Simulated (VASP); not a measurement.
Calculation: PBEsol GGA, VASP's PBE PAW potentials (set 64) (plane waves; VASP 6.6.1).

The input files of a VASP run:

**KPOINTS**
```
Automatic mesh
0
Gamma
14 14 14
0 0 0
```

### INCAR
```
# general
SYSTEM  = MnGe
PREC    = Accurate
ENCUT   = 400
LREAL   = .False.
LASPH   = .True.

# electronic loop
EDIFF   = 1E-7
NELM    = 100
ALGO    = Normal
LMAXMIX = 4

# smearing
ISMEAR  = -5

# functional
GGA     = PS

# ions
ISIF    = 2

# output
LWAVE   = .False.
LCHARG  = .True.
LORBIT  = 11
NEDOS   = 601
```

File POSCAR:
```
MnGe
1
    2.8769133683     0.0000000000    -0.0000000000
    0.0000000000     2.8769133683     0.0000000000
    0.0000000000     0.0000000000     2.8769133683
Mn Ge
1 1
Direct
  0.0000000000   0.0000000000   0.0000000000
  0.5000000000   0.5000000000   0.5000000000
```

POTCAR, in this order: Mn_pv Ge_d (PBE.64 set). Program: vasp_std.

Problem. Estimate the energy per atom (σ→0), band gap (on the k-mesh).

Solution. 
The energy per atom (σ→0) is -7301 meV/atom and the band gap (on the k-mesh) is none (metal, semimetal or under 0.01 eV).

**OSZICAR**
```
...
DAV:   9    -0.146020975225E+02    0.52118E-02   -0.14210E-02  4410   0.121E+00    0.249E-01
DAV:  10    -0.146016475305E+02    0.44999E-03   -0.23266E-03  4381   0.680E-01    0.703E-02
DAV:  11    -0.146015779434E+02    0.69587E-04   -0.25091E-04  4405   0.128E-01    0.235E-02
DAV:  12    -0.146015876453E+02   -0.97019E-05   -0.20273E-05  4456   0.558E-02    0.503E-03
DAV:  13    -0.146015932547E+02   -0.56094E-05   -0.29700E-06  4919   0.185E-02    0.324E-03
DAV:  14    -0.146015922842E+02    0.97057E-06   -0.17959E-07  2314   0.878E-03    0.373E-04
DAV:  15    -0.146015922657E+02    0.18407E-07   -0.41666E-08  2107   0.206E-03
   1 F= -.14601592E+02 E0= -.14601592E+02  d E =0.000000E+00
```

The structure was generated: MnGe was put into the CsCl type (Pm-3m), which need not be its known phase. It was relaxed first, which changed the volume by -12 %. The run is not spin-polarised, so no magnetic state was tried. The electron count is odd and the run is not spin-polarised, which forces a metal.
